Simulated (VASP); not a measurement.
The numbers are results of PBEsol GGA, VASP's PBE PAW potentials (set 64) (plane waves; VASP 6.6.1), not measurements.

Input for VASP

### POSCAR
```
CaO
1
    0.0000000000     2.3295468132     2.3295468132
    2.3295468132    -0.0000000000     2.3295468132
    2.3295468132     2.3295468132    -0.0000000000
Ca O
1 1
Direct
  0.0000000000   0.0000000000   0.0000000000
  0.5000000000   0.5000000000   0.5000000000
```

### INCAR
```
EDIFFG=-0.02   ! ionic stop
ISMEAR=0   ! Gaussian
ENCUT=620
NSW=40
PREC=Accurate
LREAL=.FALSE.
PSTRESS=100   ! kbar
ALGO=Normal
GGA=PS   ! PBEsol
LCHARG=.FALSE.
SYSTEM=CaO
EDIFF=1E-6   ! SCF stop (eV)
NELM=100   ! most electronic steps
LASPH=.TRUE.   ! aspherical one-centre terms
ISIF=3   ! ions, shape and volume
IBRION=2   ! conjugate gradients
LWAVE=.FALSE.
SIGMA=0.05
```

KPOINTS:
```
Automatic mesh
0
Gamma
10 10 10
0 0 0
```

POTCAR, in this order: Ca_sv O (PBE.64 set). Program: vasp_std.

The run wrote:

File OUTCAR:
```
 ion  position               nearest neighbor table
   1  0.000  0.000  0.000-   2 2.33   2 2.33   2 2.33   2 2.33   2 2.33   2 2.33
   2  0.500  0.500  0.500-   1 2.33   1 2.33   1 2.33   1 2.33   1 2.33   1 2.33
  LATTYP: Found a face centered cubic cell.
 ALAT       =     4.6590936264
 Subroutine PRICEL returns:
 Original cell was already a primitive cell.
 Subroutine GETGRP returns: Found 48 space group operations
The static configuration has the point symmetry O_h .
The dynamic configuration has the point symmetry O_h .
 Subroutine INISYM returns: Found 48 space group operations
 Subroutine IBZKPT returns following result:
 Found     47 irreducible k-points:

 Following reciprocal coordinates:
            Coordinates               Weight
  0.000000  0.000000  0.000000      1.000000
  0.100000  0.000000  0.000000      8.000000
  0.200000  0.000000  0.000000      8.000000
  0.300000  0.000000  0.000000      8.000000
  0.400000  0.000000  0.000000      8.000000
  0.500000  0.000000  0.000000      4.000000
  0.100000  0.100000  0.000000      6.000000
  0.200000  0.100000  0.000000     24.000000
  0.300000  0.100000  0.000000     24.000000
  0.400000  0.100000  0.000000     24.000000
  0.500000  0.100000  0.000000     24.000000
 -0.400000  0.100000  0.000000     24.000000
 -0.300000  0.100000  0.000000     24.000000
 -0.200000  0.100000  0.000000     24.000000
 -0.100000  0.100000  0.000000     12.000000
  0.200000  0.200000  0.000000      6.000000
  0.300000  0.200000  0.000000     24.000000
  0.400000  0.200000  0.000000     24.000000
  0.500000  0.200000  0.000000     24.000000
 -0.400000  0.200000  0.000000     24.000000
 -0.300000  0.200000  0.000000     24.000000
 -0.200000  0.200000  0.000000     12.000000
  0.300000  0.300000  0.000000      6.000000
  0.400000  0.300000  0.000000     24.000000
  0.500000  0.300000  0.000000     24.000000
 -0.400000  0.300000  0.000000     24.000000
 -0.300000  0.300000  0.000000     12.000000
  0.400000  0.400000  0.000000      6.000000
  0.500000  0.400000  0.000000     24.000000
 -0.400000  0.400000  0.000000     12.000000
  0.500000  0.500000  0.000000      3.000000
  0.300000  0.200000  0.100000     24.000000
  0.400000  0.200000  0.100000     48.000000
  0.500000  0.200000  0.100000     48.000000
 -0.400000  0.200000  0.100000     24.000000
  0.400000  0.300000  0.100000     24.000000
  0.500000  0.300000  0.100000     48.000000
 -0.400000  0.300000  0.100000     48.000000
 -0.300000  0.300000  0.100000     48.000000
 -0.200000  0.300000  0.100000     24.000000
   k-points           NKPTS =     47   k-points in BZ     NKDIM =     47   number of bands    NBANDS=     12
   number of dos      NEDOS =    301   number of ions     NIONS =      2
   total plane-waves  NPLWV =  21952
   dimension x,y,z NGX =    28 NGY =   28 NGZ =   28
   dimension x,y,z NGXF=    56 NGYF=   56 NGZF=   56
   ions per type =               1   1
   PREC   = accura    normal or accurate (medium, high low for compatibility)
   ISTART =      0    job   : 0-new  1-cont  2-samecut
   ICHARG =      2    charge: 1-file 2-atom 10-const
   ISPIN  =      1    spin polarized calculation?
   LNONCOLLINEAR =      F non collinear calculations
   LSORBIT =      F    spin-orbit coupling
   INIWAV =      1    electr: 0-lowe 1-rand  2-diag
   ENCUT  =  620.0 eV  45.57 Ry    6.75 a.u.   6.69  6.69  6.69*2*pi/ulx,y,z
   NELM   =    100;   NELMIN=  2; NELMDL= -5     # of ELM steps
   EDIFF  = 0.1E-05   stopping-criterion for ELM
   LREAL  =      F    real-space projection
   NLSPLINE    = F    spline interpolate recip. space projectors
   LMAXMIX     =    2 max onsite mixed and CHGCAR
...
```

**OSZICAR**
```
       N       E                     dE             d eps       ncg     rms          rms(c)
DAV:   1     0.149482119151E+03    0.14948E+03   -0.99151E+03  1128   0.159E+03
DAV:   2    -0.679606931505E+01   -0.15628E+03   -0.14780E+03  1304   0.375E+02
DAV:   3    -0.146176869443E+02   -0.78216E+01   -0.76442E+01  1408   0.843E+01
DAV:   4    -0.148974264447E+02   -0.27974E+00   -0.27924E+00  1664   0.139E+01
DAV:   5    -0.149004502166E+02   -0.30238E-02   -0.30235E-02  1360   0.155E+00    0.811E+00
DAV:   6    -0.134149334053E+02    0.14855E+01   -0.72326E+00  1304   0.264E+01    0.341E+00
DAV:   7    -0.133688580642E+02    0.46075E-01   -0.58679E-01  1516   0.797E+00    0.167E+00
DAV:   8    -0.133562953197E+02    0.12563E-01   -0.69534E-02  1280   0.305E+00    0.378E-01
DAV:   9    -0.133543482200E+02    0.19471E-02   -0.19112E-02  1388   0.121E+00    0.129E-01
DAV:  10    -0.133545428617E+02   -0.19464E-03   -0.16987E-03  1260   0.467E-01    0.219E-02
DAV:  11    -0.133545578771E+02   -0.15015E-04   -0.14690E-04  1564   0.121E-01    0.171E-02
DAV:  12    -0.133545534009E+02    0.44762E-05   -0.18124E-05  1364   0.525E-02    0.306E-03
DAV:  13    -0.133545534141E+02   -0.13279E-07   -0.16425E-06  1028   0.127E-02
   1 F= -.11776456E+02 E0= -.11776456E+02  d E =-.117765E+02
```

OUTCAR:
```
------------------------ aborting loop because EDIFF is reached ----------------------------------------
  FORCE on cell =-STRESS in cart. coord.  units (eV):
  Direction    XX          YY          ZZ          XY          YZ          ZX
  --------------------------------------------------------------------------------------
  Total        1.5768238      1.5768238      1.5768238      0.0000000      0.0000000     -0.0000000
  in kB       99.9193071     99.9193071     99.9193071      0.0000000      0.0000000     -0.0000000
  external PRESSURE =      -0.0806929 kB  Pullay stress =     100.0000000 kB
  volume of cell :       25.28
      direct lattice vectors                 reciprocal lattice vectors
     0.000000000  2.329546813  2.329546813    -0.214634021  0.214634021  0.214634021
     2.329546813  0.000000000  2.329546813     0.214634021 -0.214634021  0.214634021
     2.329546813  2.329546813  0.000000000     0.214634021  0.214634021 -0.214634021
  FREE ENERGIE OF THE ION-ELECTRON SYSTEM (eV)
  ---------------------------------------------------
  free  energy   TOTEN  =       -13.3545534141 eV

  energy  without entropy=      -13.3545534141  energy(sigma->0) =      -13.35455341
  enthalpy is  TOTEN    =       -11.7764562483 eV   P V=        1.5780971658

 reached required accuracy - stopping structural energy minimisation
```
(Selected blocks of OUTCAR.)

**OUTCAR**
```
 val. band max:        2.7512306893   @ k =   0.0000   0.0000   0.0000

 cond. band min:       6.2222205626   @ k =   0.5000   0.5000   0.0000


 Fermi energy:         3.0591576414

 k-point     1 :       0.0000    0.0000    0.0000
  band No.  band energies     occupation
      1     -34.2770      2.00000
      2     -15.0339      2.00000
      3     -15.0339      2.00000
      4     -15.0339      2.00000
      5     -12.8768      2.00000
      6       2.7512      2.00000
      7       2.7512      2.00000
      8       2.7512      2.00000
      9       8.1071      0.00000
     10       9.1502      0.00000
     11       9.1502      0.00000
     12       9.1502      0.00000

 k-point     2 :       0.1000    0.0000    0.0000
  band No.  band energies     occupation
      1     -34.2618      2.00000
      2     -15.2795      2.00000
      3     -15.0406      2.00000
      4     -15.0406      2.00000
      5     -12.6286      2.00000
      6       2.3604      2.00000
      7       2.5830      2.00000
      8       2.5830      2.00000
      9       8.5806      0.00000
     10       9.1163      0.00000
     11       9.3461      0.00000
     12       9.3461      0.00000

 k-point     3 :       0.2000    0.0000    0.0000
  band No.  band energies     occupation
      1     -34.2217      2.00000
      2     -15.7735      2.00000
      3     -15.0581      2.00000
      4     -15.0581      2.00000
      5     -12.1268      2.00000
      6       1.5129      2.00000
      7       2.1840      2.00000
      8       2.1840      2.00000
      9       9.1027      0.00000
     10       9.7204      0.00000
     11       9.8885      0.00000
     12       9.8885      0.00000

 k-point     4 :       0.3000    0.0000    0.0000
  band No.  band energies     occupation
      1     -34.1715      2.00000
      2     -16.2445      2.00000
      3     -15.0795      2.00000
      4     -15.0795      2.00000
      5     -11.6430      2.00000
      6       0.6537      2.00000
...
```

The structure was generated: CaO was put into the rock salt type (Fm-3m), which need not be its known phase. It was relaxed first under an external pressure of 10 GPa.
